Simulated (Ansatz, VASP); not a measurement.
## Cross-check of ErAs between VASP and Ansatz

Wanted: the spread between two codes on one cell, functional and k mesh. The cell is taken from a series of VASP runs on this material, whose earlier steps may have relaxed, scaled or displaced it; both programs get it as it stands. Other levels of theory on this material are compared in a session of their own.

Program: Ansatz 0.2.0. Level of theory: plane waves, with VASP 6.6.1 beside it; band structure at PBEsol, DFT+U. Results are calculated unless marked as measured.

In doubt: a part-filled 4f shell, where there is one, can sit in one of many states, so energies may not be the lowest and differences between runs may mislead; derivatives with an open 4f shell can jump between states, which bears on forces and vibrations.

## (1) The starting structure

The structure is tetragonal, space group I4/mmm (No. 139). Conventional cell: a = 4.061 Å, b = 4.061 Å, c = 5.816 Å, α = 90.00°, β = 90.00°, γ = 90.00°. Nearest to Er lie 6 As at 2.87 to 2.91 Å. As has 6 Er at 2.87 to 2.91 Å nearest. Farther neighbours are not listed.

## (2) VASP: band structure, PBEsol, DFT+U

A single point gives forces, pressure and levels at one fixed geometry, so differences don't come from the geometry; what else differs is listed under the comparison.

Lines of VASP's logs that name or quote its potential files are left out, and so is its time.

INCAR reads:

```
SYSTEM = ErAs
PREC = Accurate
ENCUT = 460
EDIFF = 1E-06
NELM = 150
ISMEAR = 0
SIGMA = 0.05
LREAL = .FALSE.
ALGO = Normal
GGA = PS
NBANDS = 43
ISPIN = 2
MAGMOM = 2.898 -2.898 0.002 -0.002
LDAU = .TRUE.
LDAUTYPE = 2
LDAUL = 3 -1
LDAUU = 5 0
LDAUJ = 0 0
LDAUPRINT = 1
LASPH = .TRUE.
LMAXMIX = 6
AMIX = 0.2
BMIX = 1E-04
AMIX_MAG = 0.8
BMIX_MAG = 1E-04
LORBIT = 11
LWAVE = .FALSE.
LCHARG = .FALSE.
KPAR = 4
```

POSCAR reads:

```
ErAs
1.0
    0.0000000000      5.7437327716      5.8162399485
    2.8718663859      2.8718663859      5.8162399485
    2.8718663859      2.8718663859      0.0000000000
Er As
2 2
Direct
    0.0000000000      0.0000000000      0.0000000000
    0.5000000000      0.0000000000      0.0000000000
    0.0000000000      0.5000000000      0.5000000000
    0.5000000000      0.5000000000      0.5000000000
```

KPOINTS reads:

```
Automatic mesh
0
Gamma
6 6 6
0 0 0
```

KPOINTS_OPT reads:

```
Line mode
16
Line-mode
Reciprocal
  0.00000000   0.00000000   0.00000000 GAMMA
 -0.50000000   0.00000000   0.00000000 X

 -0.50000000   0.00000000   0.00000000 X
  0.00000000   0.50000000   0.50000000 M

  0.00000000   0.50000000   0.50000000 M
  0.00000000   0.00000000   0.00000000 GAMMA

  0.00000000   0.00000000   0.00000000 GAMMA
 -0.50000000  -0.50000000   0.00000000 Z

 -0.50000000  -0.50000000   0.00000000 Z
 -1.00000000  -0.50000000   0.00000000 R

 -1.00000000  -0.50000000   0.00000000 R
 -0.50000000   0.00000000   0.50000000 A

 -0.50000000   0.00000000   0.50000000 A
 -0.50000000  -0.50000000   0.00000000 Z

 -0.50000000   0.00000000   0.00000000 X
 -1.00000000  -0.50000000   0.00000000 R

  0.00000000   0.50000000   0.50000000 M
 -0.50000000   0.00000000   0.50000000 A
```

PAW data sets: Er and As (PBE family, release 64).

The run is started by

```sh
$ mpirun -np 4 vasp_std
```

Numbers of over 12 decimals in the logs are rounded to 6 here.

Output:

```text
[banner, memory and clock lines left out]
running    4 mpi-ranks, on    1 nodes
 distrk:  each k-point on    1 cores,    4 groups
 distr:  one band on    1 cores,    1 groups

 POSCAR found type information on POSCAR ErAs
 POSCAR found :  2 types and       4 ions
|                                                                             |
|               ----> ADVICE to this user running VASP <----                  |
|                                                                             |
|     You enforced a specific xc type in the INCAR file but a different       |
|     [... a line on the potential file left out ...]
|     I HOPE YOU KNOW WHAT YOU ARE DOING!                                     |
|                                                                             |

 LDA part: xc-table for (Slater+PW92), standard interpolation
 POSCAR, INCAR and KPOINTS ok, starting setup
 FFT: planning ... GRIDC
 FFT: planning ... GRID_SOFT
 FFT: planning ... GRID
 WAVECAR not read
 entering main loop
       N       E                     dE             d eps       ncg     rms          rms(c)
DAV:   1     0.542387776091E+03    0.54239E+03   -0.14475E+04 10831   0.653E+03
DAV:   2     0.125036700811E+03   -0.41735E+03   -0.36378E+03 12008   0.112E+03
DAV:   3     0.741392097716E+01   -0.11762E+03   -0.11075E+03 10713   0.265E+02
DAV:   4    -0.111112376590E+02   -0.18525E+02   -0.18060E+02 11516   0.102E+02
DAV:   5    -0.155826730999E+02   -0.44714E+01   -0.44270E+01 13250   0.412E+01    0.123E+02
DAV:   6    -0.170880867212E+02   -0.15054E+01   -0.10342E+01 11962   0.120E+02    0.755E+01
DAV:   7    -0.252269996718E+02   -0.81389E+01   -0.67577E+01 10214   0.166E+02    0.448E+01
DAV:   8    -0.208589594522E+02    0.43680E+01   -0.23072E+01  9008   0.172E+02    0.243E+01
DAV:   9    -0.219578670612E+02   -0.10989E+01   -0.49533E+00 13760   0.615E+01    0.279E+01
DAV:  10    -0.221347212651E+02   -0.17685E+00   -0.20094E+00 13000   0.826E+00    0.453E+01
DAV:  11    -0.222483226727E+02   -0.11360E+00   -0.19416E-01 13236   0.163E+01    0.523E+01
DAV:  12    -0.228165862174E+02   -0.56826E+00   -0.51491E-01 11986   0.377E+01    0.623E+01
DAV:  13    -0.238263953632E+02   -0.10098E+01   -0.83836E-01 12626   0.506E+01    0.778E+01
DAV:  14    -0.239475986843E+02   -0.12120E+00   -0.28683E-01 12088   0.370E+01    0.904E+01
[...]
DAV:  42    -0.239817522947E+02   -0.59848E-04   -0.22180E-04 13693   0.244E-01    0.341E-01
DAV:  43    -0.239817473397E+02    0.49549E-05   -0.57215E-05 13453   0.194E-01    0.414E-01
DAV:  44    -0.239817632966E+02   -0.15957E-04   -0.28285E-05 12728   0.199E-01    0.352E-01
DAV:  45    -0.239817862191E+02   -0.22922E-04   -0.79050E-05  9677   0.493E-01    0.290E-01
DAV:  46    -0.239817839381E+02    0.22809E-05   -0.42875E-05 11846   0.408E-01    0.165E-01
DAV:  47    -0.239817834347E+02    0.50340E-06   -0.19792E-05 12726   0.151E-01    0.866E-02
DAV:  48    -0.239817868034E+02   -0.33687E-05   -0.16777E-05 13146   0.343E-02    0.975E-02
DAV:  49    -0.239817874168E+02   -0.61339E-06   -0.78813E-07  4579   0.260E-02
   1 F= -.23981787E+02 E0= -.23981483E+02  d E =-.609694E-03  mag=     0.0000
 Start KPOINTS_OPT (optional k-point list driver)
k-point batch [1-40\144]
       N       E                     dE             ncg
DAV:   1     0.357457337926E+04   -0.42979E+05    10910
DAV:   2    -0.139079001126E+05   -0.17482E+05    11860
DAV:   3    -0.189241929149E+05   -0.50163E+04    11031
DAV:   4    -0.196454548859E+05   -0.72126E+03    10872
DAV:   5    -0.198068912626E+05   -0.16144E+03    13400
DAV:   6    -0.198408931480E+05   -0.34002E+02    12224
DAV:   7    -0.198521243377E+05   -0.11231E+02    13600
DAV:   8    -0.198533549132E+05   -0.12306E+01    11824
DAV:   9    -0.198536054882E+05   -0.25057E+00    13576
DAV:  10    -0.198536337438E+05   -0.28256E-01    12240
DAV:  11    -0.198536391959E+05   -0.54521E-02    13592
DAV:  12    -0.198536399149E+05   -0.71899E-03    12112
DAV:  13    -0.198536400457E+05   -0.13080E-03    10944
DAV:  14    -0.198536400680E+05   -0.22270E-04     8408
DAV:  15    -0.198536400719E+05   -0.39623E-05     6480
DAV:  16    -0.198536400732E+05   -0.12632E-05     5608
DAV:  17    -0.198536400739E+05   -0.73931E-06     4799
[...]
k-point batch [121-144\144]
       N       E                     dE             ncg
DAV:   1     0.184234201789E+05   -0.38413E+05     6679
DAV:   2     0.822026511132E+04   -0.10203E+05     7101
DAV:   3     0.525858064841E+04   -0.29617E+04     6570
DAV:   4     0.483172959401E+04   -0.42685E+03     6456
DAV:   5     0.473544363364E+04   -0.96286E+02     8032
DAV:   6     0.471466917283E+04   -0.20774E+02     7440
DAV:   7     0.470797977739E+04   -0.66894E+01     8144
DAV:   8     0.470721371399E+04   -0.76606E+00     7168
DAV:   9     0.470705773125E+04   -0.15598E+00     8128
DAV:  10     0.470704031639E+04   -0.17415E-01     7352
DAV:  11     0.470703696305E+04   -0.33533E-02     8112
DAV:  12     0.470703651249E+04   -0.45057E-03     7288
DAV:  13     0.470703642927E+04   -0.83212E-04     6776
DAV:  14     0.470703641454E+04   -0.14735E-04     5112
DAV:  15     0.470703641200E+04   -0.25390E-05     3856
DAV:  16     0.470703641127E+04   -0.72953E-06     3376
```

OUTCAR, selected parts (step 2):

```text
ion  position               nearest neighbor table
   1  0.000  0.000  0.000-   4 2.87   4 2.87   4 2.87   4 2.87   3 2.91   3 2.91
   2  0.500  0.000  0.000-   3 2.87   3 2.87   3 2.87   3 2.87   4 2.91   4 2.91
   3  0.000  0.500  0.500-   2 2.87   2 2.87   2 2.87   2 2.87   1 2.91   1 2.91
   4  0.500  0.500  0.500-   1 2.87   1 2.87   1 2.87   1 2.87   2 2.91   2 2.91

  LATTYP: Found a simple tetragonal cell.
 ALAT       =     4.0614323921
 C/A-ratio  =     1.4320661744

 Subroutine GETGRP returns: Found 16 space group operations
 (whereof 16 operations were pure point group operations)

The static configuration has the point symmetry D_4h.

 Found     40 irreducible k-points:

   k-points           NKPTS =     40   k-points in BZ     NKDIM =     40   number of bands    NBANDS=     43

   dimension x,y,z NGX =    60 NGY =   50 NGZ =   28
   dimension x,y,z NGXF=   120 NGYF=  100 NGZF=   56

   ENCUT  =  460.0 eV  33.81 Ry    5.81 a.u.  14.30 12.41  7.10*2*pi/ulx,y,z

   NELECT =      54.0000    total number of electrons

 k-points in reciprocal lattice and weights: Automatic mesh
   0.00000000  0.00000000  0.00000000       0.005
   0.16666667  0.00000000  0.00000000       0.019
   0.33333333  0.00000000  0.00000000       0.019
   0.50000000  0.00000000  0.00000000       0.009
   0.00000000  0.16666667  0.00000000       0.037
   0.16666667  0.16666667  0.00000000       0.009
   0.50000000  0.16666667  0.00000000       0.037
  -0.33333333  0.16666667  0.00000000       0.019
   0.00000000  0.33333333  0.00000000       0.037
[...]
-0.16666667  0.33333333  0.50000000       0.009
   0.00000000  0.50000000  0.50000000       0.005

atom =   1  type =  1  l = 3

 onsite density matrix

spin component  1

  0.9951  0.0000  0.0010 -0.0000 -0.0000 -0.0000  0.0000
  0.0000  0.9933  0.0000 -0.0000 -0.0000  0.0000  0.0000
  0.0010  0.0000  0.9945 -0.0000  0.0000  0.0000  0.0000
 -0.0000 -0.0000 -0.0000  0.9957  0.0000 -0.0000 -0.0000
 -0.0000 -0.0000  0.0000  0.0000  0.9945  0.0000 -0.0010
 -0.0000  0.0000  0.0000 -0.0000  0.0000  0.9938  0.0000
  0.0000  0.0000  0.0000 -0.0000 -0.0010  0.0000  0.9951

spin component  2

  0.3940  0.0000 -0.4619  0.0000  0.0000 -0.0000 -0.0000
  0.0000  0.9908  0.0000 -0.0000 -0.0000  0.0000  0.0000
 -0.4619  0.0000  0.6348 -0.0000  0.0000  0.0000  0.0000
  0.0000 -0.0000 -0.0000  0.0386  0.0000 -0.0000  0.0000
  0.0000 -0.0000  0.0000  0.0000  0.6348  0.0000  0.4619
 -0.0000  0.0000  0.0000 -0.0000  0.0000  0.9917  0.0000
 -0.0000  0.0000  0.0000  0.0000  0.4619  0.0000  0.3940

 occupancies and eigenvectors

  o =  0.0371  v =  0.0000  0.0000  0.0000  0.0000  0.0000  0.0000  0.0000  0.7853  0.0000  0.6068  0.0000  0.0751 -0.0000 -0.0972      0.0000  0.0000  0.0000  0.0000  0.0000  0.0000  0.0000  0.0000  0.0000  0.0000  0.0000  0.0000  0.0000  0.0000
  o =  0.0371  v =  0.0000  0.0000  0.0000  0.0000  0.0000  0.0000  0.0000 -0.0972  0.0000 -0.0751  0.0000  0.6068 -0.0000 -0.7853      0.0000  0.0000  0.0000  0.0000  0.0000  0.0000  0.0000  0.0000  0.0000  0.0000  0.0000  0.0000  0.0000  0.0000
  o =  0.0386  v =  0.0000  0.0000  0.0000  0.0000  0.0000  0.0000  0.0000  0.0000 -0.0000  0.0000 -1.0000  0.0000 -0.0000 -0.0000      0.0000  0.0000  0.0000  0.0000  0.0000  0.0000  0.0000  0.0000  0.0000  0.0000  0.0000  0.0000  0.0000  0.0000
[...]
o =  0.9917  v = -0.0000  0.0000  0.0000 -0.0000  0.0000  1.0000  0.0000  0.0000  0.0000  0.0000  0.0000  0.0000  0.0000  0.0000      0.0000  0.0000  0.0000  0.0000  0.0000  0.0000  0.0000  0.0000  0.0000  0.0000  0.0000  0.0000  0.0000  0.0000
  o =  0.9933  v =  0.0000  0.0000  0.0000  0.0000  0.0000  0.0000  0.0000 -0.0000 -1.0000  0.0000 -0.0000  0.0000  0.0000  0.0000      0.0000  0.0000  0.0000  0.0000  0.0000  0.0000  0.0000  0.0000  0.0000  0.0000  0.0000  0.0000  0.0000  0.0000
  o =  0.9938  v =  0.0000  0.0000  0.0000  0.0000  0.0000  0.0000  0.0000  0.4261  0.0000 -0.5735 -0.0000  0.5617  0.0000  0.4173      0.0000  0.0000  0.0000  0.0000  0.0000  0.0000  0.0000  0.0000  0.0000  0.0000  0.0000  0.0000  0.0000  0.0000
  o =  0.9938  v =  0.0000  0.0000  0.0000  0.0000  0.0000  0.0000  0.0000 -0.4173  0.0000  0.5617  0.0000  0.5735 -0.0000  0.4261      0.0000  0.0000  0.0000  0.0000  0.0000  0.0000  0.0000  0.0000  0.0000  0.0000  0.0000  0.0000  0.0000  0.0000
  o =  0.9938  v =  0.0000  0.0000  0.0000  0.0000  0.0000  0.0000  0.0000 -0.0000  0.0000  0.0000  0.0000  0.0000  1.0000  0.0000      0.0000  0.0000  0.0000  0.0000  0.0000  0.0000  0.0000  0.0000  0.0000  0.0000  0.0000  0.0000  0.0000  0.0000
  o =  0.9957  v =  0.0000  0.0000  0.0000  0.0000  0.0000  0.0000  0.0000  0.0000 -0.0000  0.0000  1.0000  0.0000 -0.0000 -0.0000      0.0000  0.0000  0.0000  0.0000  0.0000  0.0000  0.0000  0.0000  0.0000  0.0000  0.0000  0.0000  0.0000  0.0000
  o =  0.9958  v =  0.0000  0.0000  0.0000  0.0000  0.0000  0.0000  0.0000 -0.7958 -0.0000 -0.5912  0.0000 -0.0783  0.0000  0.1053      0.0000  0.0000  0.0000  0.0000  0.0000  0.0000  0.0000  0.0000  0.0000  0.0000  0.0000  0.0000  0.0000  0.0000
  o =  0.9958  v =  0.0000  0.0000  0.0000  0.0000  0.0000  0.0000  0.0000  0.1053  0.0000  0.0783  0.0000 -0.5912  0.0000  0.7958      0.0000  0.0000  0.0000  0.0000  0.0000  0.0000  0.0000  0.0000  0.0000  0.0000  0.0000  0.0000  0.0000  0.0000

 average (electrostatic) potential at core
       1 -38.6900       2 -38.6900       3 -49.7705       4 -49.7705

 E-fermi :   3.3313

 spin component 1
 k-point     1 :       0.0000    0.0000    0.0000
  band No.  band energies     occupation
    ...
     22       0.6092      1.00000
     23       2.7630      1.00000
     24       2.7630      1.00000
     25       3.1429      1.00000
     26       3.3177      0.64944
     27       3.4408      0.00098
     28       3.4408      0.00098
     29       4.5976      0.00000
     30       4.6668      0.00000
     31       4.6668      0.00000
    ...

 k-point     2 :       0.1667    0.0000    0.0000
  band No.  band energies     occupation
    ...
     23       1.4114      1.00000
     24       2.3642      1.00000
     25       2.4166      1.00000
     26       2.9220      1.00000
     27       3.0577      1.00000
     28       3.8621      0.00000
     29       4.0081      0.00000
     30       4.0509      0.00000
     31       4.3654      0.00000
     32       5.3716      0.00000
    ...

 k-point     3 :       0.3333    0.0000    0.0000
  band No.  band energies     occupation
    ...
     23       0.7007      1.00000
     24       0.9490      1.00000
     25       1.8530      1.00000
     26       2.0840      1.00000
     27       2.2370      1.00000
     28       3.7770      0.00000
     29       3.8067      0.00000
     30       3.8339      0.00000
     31       5.8353      0.00000
     32       5.9191      0.00000
    ...

 k-point     4 :       0.5000    0.0000    0.0000
  band No.  band energies     occupation
    ...
     23      -0.1838      1.00000
     24       1.4565      1.00000
     25       1.4618      1.00000
     26       1.6344      1.00000
     27       1.7387      1.00000
     28       3.7478      0.00000
     29       3.7933      0.00000
     30       3.7977      0.00000
     31       6.6713      0.00000
     32       6.8309      0.00000
    ...

 k-point     5 :       0.0000    0.1667    0.0000
  band No.  band energies     occupation
    ...
     23       1.5762      1.00000
     24       1.9664      1.00000
     25       2.4013      1.00000
     26       2.7853      1.00000
     27       2.8144      1.00000
     28       3.8239      0.00000
     29       3.9119      0.00000
     30       3.9968      0.00000
     31       4.4430      0.00000
     32       5.6075      0.00000
    ...

 k-point     6 :       0.1667    0.1667    0.0000
  band No.  band energies     occupation
    ...
     22       0.4597      1.00000
     23       2.7249      1.00000
     24       2.7517      1.00000
     25       2.7517      1.00000
     26       3.2362      0.99644
     27       3.3460      0.33893
     28       3.3460      0.33893
     29       3.9931      0.00000
     30       4.3404      0.00000
     31       4.3404      0.00000
    ...

  Total       -0.9922313     -0.9922313     -2.2149708     -0.0000000     -0.0000000     -0.0000000
  in kB      -16.5700084    -16.5700084    -36.9894453     -0.0000000     -0.0000000     -0.0000000
  external PRESSURE =     -23.3764873 kB  Pullay stress =       0.0000000 kB

  energy-cutoff  :      460.00
  volume of cell :       95.94
      direct lattice vectors                 reciprocal lattice vectors
     0.000000000  5.743732772  5.816239948    -0.174102807  0.174102807  0.000000000
     2.871866386  2.871866386  5.816239948     0.174102807 -0.174102807  0.171932384
     2.871866386  2.871866386  0.000000000     0.174102807  0.174102807 -0.171932384

 POSITION                                       TOTAL-FORCE (eV/Angst)
 -----------------------------------------------------------------------------------
      0.00000      0.00000      0.00000         0.000000     -0.000000      0.000000
      0.00000      2.87187      2.90812        -0.000000      0.000000     -0.000000
      2.87187      2.87187      2.90812         0.000000     -0.000000     -0.000000
      2.87187      5.74373      5.81624         0.000000     -0.000000      0.000000
 -----------------------------------------------------------------------------------
    total drift:                               -0.000000     -0.000000     -0.000000

  FREE ENERGIE OF THE ION-ELECTRON SYSTEM (eV)
  ---------------------------------------------------
  free  energy   TOTEN  =       -23.9817874168 eV

  energy  without entropy=      -23.9811777225  energy(sigma->0) =      -23.98148257

 total charge
# of ion       s       p       d       f       tot
--------------------------------------------------
    1        2.076   5.782   0.527  11.034  19.419
    2        2.076   5.782   0.527  11.034  19.419
    3        1.206   1.661   0.013   0.000   2.881
    4        1.206   1.661   0.013   0.000   2.881
--------------------------------------------------
tot          6.565  14.885   1.081  22.068  44.599

 magnetization (x)
# of ion       s       p       d       f       tot
--------------------------------------------------
    1        0.002  -0.020   0.035   2.881   2.898
    2       -0.002   0.020  -0.035  -2.881  -2.898
    3        0.001   0.002  -0.000   0.000   0.002
    4       -0.001  -0.002   0.000   0.000  -0.002
--------------------------------------------------
tot          0.000   0.000   0.000  -0.000  -0.000

[... 1 further part left out ...]
```

At this level the cell is under a tension of 2.3 GPa, so at these settings it is away from equilibrium.

(Part 1 of 2 ends here.)

[Lines on the potential files, build, host, timing and source positions are cut from VASP's logs without a mark.]

[Logs are printed without paths, hosts, clocks, repeated set-up lines and the standing remarks that a program may print on its own settings, such as how far it seeks lower states.]

[Hosts, paths, dates, database ids (printed as entryN), source tags and the programs' standing remarks are cut or masked in the printed files.]
